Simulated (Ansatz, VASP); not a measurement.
# Cross-check of CoSi between VASP and Ansatz

One calculation is typed for both programs; each brings its own data sets. How far apart do they land? The structure shown is the start of the Ansatz relaxation below; VASP solves that cell, so the two are compared at the walk's first step.

Main program and level: Ansatz 0.2.0; plane waves, with VASP 6.6.1 beside it; single point at PBEsol.

## 1. The structure

It takes space group P2_12_12_1 (No. 19, orthorhombic). The conventional cell has a = 4.293 Å, b = 4.561 Å, c = 4.561 Å, α = 90.00°, β = 90.00°, γ = 90.00°. Nearest to Si lie 7 Co at 2.29 to 2.52 Å. Co has 7 Si at 2.29 to 2.52 Å nearest. Farther neighbours are not listed.

As a file:

```cif
data_structure
_symmetry_space_group_name_H-M 'P 1'
_symmetry_Int_Tables_number 1
_cell_length_a 4.5612
_cell_length_b 4.5612
_cell_length_c 4.2932
_cell_angle_alpha 90.000
_cell_angle_beta 90.000
_cell_angle_gamma 90.000
_cell_volume 89.32
loop_
_atom_site_label
_atom_site_type_symbol
_atom_site_fract_x
_atom_site_fract_y
_atom_site_fract_z
_atom_site_occupancy
Si1 Si 0.84173 0.84217 0.84453 1
Si2 Si 0.65827 0.15783 0.34453 1
Si3 Si 0.34173 0.65783 0.15547 1
Si4 Si 0.15827 0.34217 0.65547 1
Co5 Co 0.14270 0.14371 0.14450 1
Co6 Co 0.35730 0.85629 0.64450 1
Co7 Co 0.64270 0.35629 0.85550 1
Co8 Co 0.85730 0.64371 0.35550 1
```

## 2. Ansatz: relaxation, PBEsol

Ansatz runs on its PAW soft_1 files.

The two programs are compared at the cell with which this relaxation starts, whose forces are those of its first step.

The input, input.yaml:

```yaml
crystal:
  lattice:
    - [4.5611883728, 0.0, 0.0]
    - [0.0, 4.5611883728, 0.0]
    - [0.0, 0.0, 4.293189714]
  atoms:
    - { symbol: Si, position: [0.8417334737, 0.8421731985, 0.8445309839] }
    - { symbol: Si, position: [0.6582665263, 0.1578268015, 0.3445309839] }
    - { symbol: Si, position: [0.3417334737, 0.6578268015, 0.1554690161] }
    - { symbol: Si, position: [0.1582665263, 0.3421731985, 0.6554690161] }
    - { symbol: Co, position: [0.1426955097, 0.1437103723, 0.1444968813] }
    - { symbol: Co, position: [0.3573044903, 0.8562896277, 0.6444968813] }
    - { symbol: Co, position: [0.6426955097, 0.3562896277, 0.8555031187] }
    - { symbol: Co, position: [0.8573044903, 0.6437103723, 0.3555031187] }
kpoints:
  mp_grid: { grid: [8, 8, 8] }
hamiltonian:
  xc: pbesol
  pseudopotentials: { kind: paw, azcp: { folder: soft_1 }, xc_functional: pbe }
scf:
  occupations: { method: methfessel_paxton, width: 0.2 }
output:
  forces: true
  stress: true
  eigenvalues: true
relax:
  adjacent_minimum: "off"
  f_tol: 0.001
  max_steps: 60
  cell: { stress_tol: 0.01, fix: [a, b, gamma] }
```

Started as:

```
ansatz run input.yaml --threads 4 --pin off --max-ram 16384MiB --backend cpu --events-out ev --progress --plain --runs-dir out
```

Numbers of over 12 decimals in the logs are rounded to 6 here.

The log of the run:

```text
Engine: ansatz 0.2.0, aarch64-unknown-linux-gnu
Pseudopotentials: kind: paw
Pseudopotential: Si, paw, valence charge 4, recommended cutoff 420 eV (normal), soft_1/Si.paw.azcp
Pseudopotential: Co, paw, valence charge 17, recommended cutoff 420 eV (normal), soft_1/Co.paw.azcp
Functional definition: PBEsol
  exchange = pbesol_x
  correlation = pbesol_c
Crystal: 8 atoms, lattice volume = 89.317 Å³
Basis set: ecut = 420 eV, 1767 PW (Γ), exchange–correlation on 64×64×60 points (8 copies of the dense FFT grid, shifted against one another)
Bands: 51, of which v1, the nominal top of the filled ones, is band 42 counted from 1 (41 counted from 0)
Symmetry: 4 space group operations
Space group: P212121 (ITA 19), of the structure as read, at distance tolerance 4.5e-5 Å
k-points: 125 of 512 (time reversal used)
Non-local potential: Si, projectors of the file, l = 0: 2, l = 1: 2, l = 2: 1
Non-local potential: Co, projectors of the file, l = 0: 3, l = 1: 2, l = 2: 3, l = 3: 1
PAW form: soft (Blöchl's): semilocal exchange-correlation on the pseudo side does not see the compensation charge
PAW frozen core: Si, regenerated for the run's functional, and the local potential with it (the file was generated under x = pbe(κ = 0.804, μ = 0.219515), c = pbe(β = 0.066725))
PAW frozen core: Co, regenerated for the run's functional, and the local potential with it (the file was generated under x = pbe(κ = 0.804, μ = 0.219515), c = pbe(β = 0.066725))
PAW one-centre angular grid: Si, 110 points (default); XC on 64 Gauss nodes
PAW one-centre angular grid: Co, 590 points (default); XC on 64 Gauss nodes
Initial density: superposition of atomic densities (chi_scale 0.1, normalization cell, long waves kept (reshape's long-wave potential 0.00 eV rms))
Initial wavefunctions: pseudopotential atomic-orbital guess
Functional: x = pbesol(κ = 0.804, μ = 0.123457), c = pbesol(β = 0.046)
SCF iter   1: F=—  HF=-22865.079207 eV  |F-HF|=—  |Δ(HF+E_count)|=         —  Δρ=1.06e-1  dr2=1.05e1  ethr=3.10e-3  ⟨swp⟩=6.7  Hψ=24403  notcnv=0  defer=3
preconditioner: auto → Kerker (q_TF=auto, 2.701 Å⁻¹)  [metal: Δε(μ)=0.032 eV  Ē_g=6.748 eV  σ=0.200 eV  W_gap=0.13  n_scr=26 (ndim 8)  ℏωp=28.3 eV  f_vac=0.000  D(μ)=1.97/eV (n_scr^D=10)]
SCF iter   2: F=—  HF=-22864.235487 eV  |F-HF|=—  |Δ(HF+E_count)|=   8.44e-1  S|Δr|=    0.00e0  Δρ=5.22e-2  dr2=3.34e0  ethr=3.10e-3  ⟨swp⟩=2.0  Hψ=8214  notcnv=0  defer=311
SCF iter   3: F=—  HF=-22863.479596 eV  |F-HF|=—  |Δ(HF+E_count)|=   7.56e-1  S|Δr|=    0.00e0  Δρ=1.50e-2  dr2=2.59e-1  ethr=3.10e-3  ⟨swp⟩=2.0  Hψ=10128  notcnv=0  defer=311
SCF iter   4: F=—  HF=-22863.444954 eV  |F-HF|=—  |Δ(HF+E_count)|=   3.46e-2  S|Δr|=    0.00e0  Δρ=6.28e-3  dr2=1.93e-2  ethr=3.08e-4  ⟨swp⟩=1.6  Hψ=8746  notcnv=0  defer=294
SCF iter   5: F=—  HF=-22863.444915 eV  |F-HF|=—  |Δ(HF+E_count)|=   3.85e-5  S|Δr|=    0.00e0  Δρ=1.38e-3  dr2=2.52e-3  ethr=2.29e-5  ⟨swp⟩=1.8  Hψ=8035  notcnv=0  defer=294
SCF iter   6: F=—  HF=-22863.444181 eV  |F-HF|=—  |Δ(HF+E_count)|=   7.34e-4  S|Δr|=    0.00e0  Δρ=2.87e-4  dr2=1.10e-4  ethr=3.00e-6  ⟨swp⟩=2.2  Hψ=8007  notcnv=0  defer=294
SCF iter   7: F=—  HF=-22863.444147 eV  |F-HF|=—  |Δ(HF+E_count)|=   3.43e-5  S|Δr|=    0.00e0  Δρ=4.86e-5  dr2=1.56e-6  ethr=1.31e-7  ⟨swp⟩=2.1  Hψ=9272  notcnv=0  defer=294
SCF iter   8: F=—  HF=-22863.444098 eV  |F-HF|=—  |Δ(HF+E_count)|=   4.95e-5  S|Δr|=    0.00e0  Δρ=1.22e-5  dr2=8.43e-8  ethr=1.19e-10  ⟨swp⟩=10.3  Hψ=33909  notcnv=0
SCF iter   9: F=-22863.444098 eV  HF=-22863.444098 eV  |F-HF|=3.46e-9  |Δ(HF+E_count)|=   4.27e-8  S|Δr|=    0.00e0  Δρ=2.25e-6  dr2=5.23e-9  ethr=1.00e-10  ⟨swp⟩=2.9  Hψ=21299  notcnv=0
SCF 1 converged in 9 iterations: F = -22863.444098 eV  dr2 = 5.23e-9
  greatest PAW one-centre occupation: 1.001 electrons in one spin orbital (limit 2), on the Co atom at site 7 (counted from 0), in its partial waves of l = 1
relax step   1: F+E_penalty+E_count = -22863.44409751 eV  Δ(F+E_penalty+E_count) = +0.000e0 eV  max|allowed force component| = 4.466e-2 eV/Å  Δτ_max = 0.0000 Å  P = -11.242 GPa  Ω = 89.317 Å³  fix = [a, b, gamma]  reactions: a -15.647, b -15.368 GPa  (9 SCF iters, dr2 threshold 1.00e-7 eV, accepted)
[...]
relax step   4: F+E_penalty+E_count = -22863.45034912 eV  Δ(F+E_penalty+E_count) = -2.069e-4 eV  max|allowed force component| = 2.092e-3 eV/Å  Δτ_max = 0.0038 Å  P = -9.661 GPa  Ω = 88.761 Å³  energy of the carried Pulay correction = +2.527e-4 eV  fix = [a, b, gamma]  reactions: a -14.665, b -14.313 GPa  (5 SCF iters, dr2 threshold 1.67e-8 eV, accepted)
[...]
relax step   5: F+E_penalty+E_count = -22863.45035129 eV  Δ(F+E_penalty+E_count) = -2.171e-6 eV  max|allowed force component| = 1.279e-4 eV/Å  Δτ_max = 0.0003 Å  P = -9.660 GPa  Ω = 88.760 Å³  energy of the carried Pulay correction = +2.533e-4 eV  fix = [a, b, gamma]  reactions: a -14.669, b -14.312 GPa  (5 SCF iters, dr2 threshold 2.74e-10 eV, accepted)
[...]
relax step   6: F+E_penalty+E_count = -22863.45009714 eV  Δ(F+E_penalty+E_count) = +2.542e-4 eV  max|allowed force component| = 1.314e-4 eV/Å  Δτ_max = 0.0000 Å  P = -9.661 GPa  Ω = 88.760 Å³  fix = [a, b, gamma]  reactions: a -14.669, b -14.312 GPa  stress off target by 6.69e-4 GPa on what of the cell is left free  SCF on the basis re-selected at this cell (its energy is not comparable with the rows above)  (6 SCF iters)
basis re-selected at this cell: Δ(F+E_penalty+E_count) = +2.542e-4 eV, ΔP = -0.000 GPa vs the last step (what re-selecting the basis moved, of the pressure what is left beyond the Pulay correction that the steps carried, after the strain that the cell walked since its last selection, with what the two solves' SCF thresholds leave and, on support functions, any second-order correction that the steps lacked; it is no m [...]
SCF converged after 6 iterations
Stability not checked: this state was not tested for a lower state beside it, because cold or Methfessel-Paxton smearing, or corrected tetrahedra, fill the levels in a way that the test cannot read (fill_not_monotonic; see scf.lower_state_search)
Free energy (F): -22863.450097 eV
Harris-Foulkes:  -22863.450097 eV  (|F-HF|=3.64e-12)
Internal energy: -22863.468411 eV  (E = F + TS)
E sigma→0 (E₀):  -22863.454676 eV
Entropy (-TS):   0.018313 eV (2.289 meV/atom)
Fermi energy:    16.150419 eV
--- Per-component energies (eV) ---
  E_band       = -981.481706
  E_kinetic    = 1364.151583
  E_local      = -13599.722468  (includes V_loc(G=0)·N_el)
  E_nonlocal   = 1844.946940
  E_hartree    = 6172.722918
  E_xc         = -602.465594
  E_vxc        = -681.076351  (∫ρ·V_xc dr)
  E_paw        = -8163.497782  (= ΣΔE_a)
  E_vpaw       = -2255.227262  (= ΣTr[D̂ρ^β])
  E_aug_tail   = 0.000051  (compensation charges beyond the density's cutoff)
  E_ewald      = -9880.483980
  E_core_change = 0.879921  (= ΣΔE_core)
  E_smearing   = 0.018313  (= −TS)
  E_closure    = 0.000000  (closes the sum)
  Σ components = -22863.450097   (vs F -22863.450097, Δ=0.00e0)
--- Forces (eV/Å), atoms counted from 1 ---
  atom   1  Si     0.00000306    -0.00003366    -0.00013136
  atom   2  Si    -0.00000306     0.00003366    -0.00013136
  atom   3  Si     0.00000306     0.00003366     0.00013136
  atom   4  Si    -0.00000306    -0.00003366     0.00013136
  atom   5  Co    -0.00003630     0.00004056     0.00001484
  atom   6  Co     0.00003630    -0.00004056     0.00001484
  atom   7  Co    -0.00003630    -0.00004056    -0.00001484
  atom   8  Co     0.00003630     0.00004056    -0.00001484
  max |Σ_I F_I| component: 1.91e-17 eV/Å
--- Stress (GPa, compression-positive) ---
      -14.668587       0.000000       0.000000
        0.000000     -14.312322       0.000000
        0.000000       0.000000      -0.000669
  P = ⅓ Tr σ = -9.6605 GPa (-96.605 kbar)
--- Band table (eV; the first three rows and the last of 125) ---
  k-point 0: bands = [... 38 lower, 15.4288, 15.4578, 16.0975, 16.1526, 16.1532, 18.5198, 18.6023, 18.6069, ... 5 higher]
  k-point 1: bands = [... 38 lower, 15.3403, 15.3968, 15.9153, 16.1118, 16.4799, 18.0932, 18.3145, 18.4860, ... 5 higher]
  k-point 2: bands = [... 38 lower, 15.3381, 15.4196, 15.7689, 15.9925, 16.8865, 17.6782, 17.8548, 17.9667, ... 5 higher]
  k-point 124: bands = [... 38 lower, 14.9778, 14.9778, 15.9356, 15.9356, 15.9356, 15.9356, 21.1285, 21.1285, ... 5 higher]
--- Relaxed structure (5 steps of the walk, 5 accepted, 1 SCFs on fresh bases) ---
  F+E_penalty+E_count = -22863.45009714 eV   max|allowed force component| = 1.314e-4 eV/Å   (the final SCF, on the basis selected at the relaxed cell)
  cell:  # Å, volume = 88.7598 Å³
    - [4.5611883728, 0.0, 0.0]
    - [0.0, 4.5611883728, 0.0]
    - [0.0, 0.0, 4.266389]
  atoms:
    - { symbol: Si, position: [0.841312, 0.841518, 0.845036] }
    - { symbol: Si, position: [0.658688, 0.158482, 0.345036] }
    - { symbol: Si, position: [0.341312, 0.658482, 0.154964] }
    - { symbol: Si, position: [0.158688, 0.341518, 0.654964] }
    - { symbol: Co, position: [0.141074, 0.142635, 0.143811] }
    - { symbol: Co, position: [0.358926, 0.857365, 0.643811] }
    - { symbol: Co, position: [0.641074, 0.357365, 0.856189] }
    - { symbol: Co, position: [0.858926, 0.642635, 0.356189] }
```

The column dr2 measures how far the density is from self-consistency, as an energy; F and HF (Harris–Foulkes) agree once it is small.

[end of part 1 of 2]

[Lines on the potential files, build, host, timing and source positions are cut from VASP's logs without a mark.]

[Logs are printed without paths, hosts, clocks, repeated set-up lines and the standing remarks that a program may print on its own settings, such as how far it seeks lower states.]

[Hosts, paths, dates, database ids (printed as entryN), source tags and the programs' standing remarks are cut or masked in the printed files.]
